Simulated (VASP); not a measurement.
Level of theory: PBE GGA, VASP's PBE PAW potentials (set 64) (plane waves; VASP).

VASP input:

POSCAR:
```
TiO2
1.0
  4.6029554978   0.0000000000   0.0000000000
  0.0000000000   4.6029554978   0.0000000000
  0.0000000000   0.0000000000   2.9520174425
Ti O
2 4
Cart
  0.0000000000   0.0000000000   0.0000000000
  2.3014777489   2.3014777489   1.4760087212
  1.4004577008   1.4004577008   0.0000000000
  3.7019354497   0.9010200481   1.4760087212
  0.9010200481   3.7019354497   1.4760087212
  3.2024977970   3.2024977970   0.0000000000
```

**INCAR**
```
SYSTEM = TiO2
PREC = Accurate; ENCUT = 620; LREAL = .FALSE.
LASPH = .TRUE.
EDIFF = 1E-6; NELM = 100; ALGO = Normal
LMAXMIX = 4
ISMEAR = 0; SIGMA = 0.05
GGA = PE
IBRION = 2; NSW = 40; ISIF = 3
EDIFFG = -0.02; PSTRESS = 100
LWAVE = .FALSE.; LCHARG = .FALSE.
```

KPOINTS:
```
K-points
0
Gamma
  5 5 8
```

POTCAR, in this order: Ti_sv O (PBE.64 set). Program: vasp_std.

Energy and stress use the plane-wave basis of the starting cell.

Task: What does the run give for the energy per atom (σ→0), volume per atom, band gap (on the k-mesh)?

Result: 
```
Quantity                           Value
------------------------  --------------
energy per atom (σ→0)     -8.934 eV/atom
band gap (on the k-mesh)         1.86 eV
volume per atom            10.21 Å³/atom
```

OSZICAR:
```
...
DAV:   1    -0.536048784532E+02    0.28049E-03   -0.77178E-01  1680   0.745E+00    0.473E-01
DAV:   2    -0.536032415768E+02    0.16369E-02   -0.26713E-02  1880   0.149E+00    0.288E-01
DAV:   3    -0.536017449019E+02    0.14967E-02   -0.41920E-03  1892   0.511E-01    0.103E-01
DAV:   4    -0.536016286289E+02    0.11627E-03   -0.10192E-03  2572   0.275E-01    0.508E-02
DAV:   5    -0.536016266399E+02    0.19890E-05   -0.13147E-04  2232   0.112E-01    0.254E-02
DAV:   6    -0.536016296991E+02   -0.30592E-05   -0.14913E-05  2388   0.334E-02    0.701E-03
DAV:   7    -0.536016297390E+02   -0.39935E-07   -0.20654E-06  1368   0.148E-02
   4 F= -.49779000E+02 E0= -.49779000E+02  d E =-.193894E-02
```

The compound is TiO2 in the rutile structure. This run relaxes it under an external pressure of 10 GPa. Symmetry was kept, so distortions that lower it aren't found.
